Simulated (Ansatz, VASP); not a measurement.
# One calculation of Si3Au, two programs

```xyz
4
Lattice="0.0000 3.2040 3.2040 3.2040 0.0000 3.2040 3.2040 3.2040 0.0000" Properties=species:S:1:pos:R:3 pbc="T T T"
Si    3.2040    3.2040    3.2040
Si    1.6020    1.6020    1.6020
Si    4.8060    4.8060    4.8060
Au    0.0000    0.0000    0.0000
```

Change from the starting cell: species swapped into the Ni3Sn type (Fm-3m, No. 225).

Alike in both runs: functional PBE; k mesh 12 × 12 × 12; occupations gaussian, width 0.1 eV; no spin polarisation.

Ansatz relaxed the structure, and its values are those at the end. VASP's run is a single point on that final structure, the one shown.

```csv
,VASP,Ansatz
version,VASP 6.6.1,Ansatz 0.2.0
potentials or method,"VASP PAW PBE potentials, release 64 (Si, Au)","scalar-relativistic, plane waves, PAW"
plane-wave cutoff (eV),520,420
valence electrons in the cell,23,31
```

|  | VASP | Ansatz | Ansatz less VASP |
| --- | --- | --- | --- |
| gap on the k mesh at the Fermi level (eV) | none | none | - |
| pressure (GPa) | -0.1 | 0.0 | +0.06 |

A gap of «none» marks a metal or a gap that the smearing closes. With one functional, cell and mesh, what is left measures potentials, basis and numerics. The two sets of potentials don't hold the same shells in valence.

Spin-orbit coupling is left out, which matters for the levels of Au.
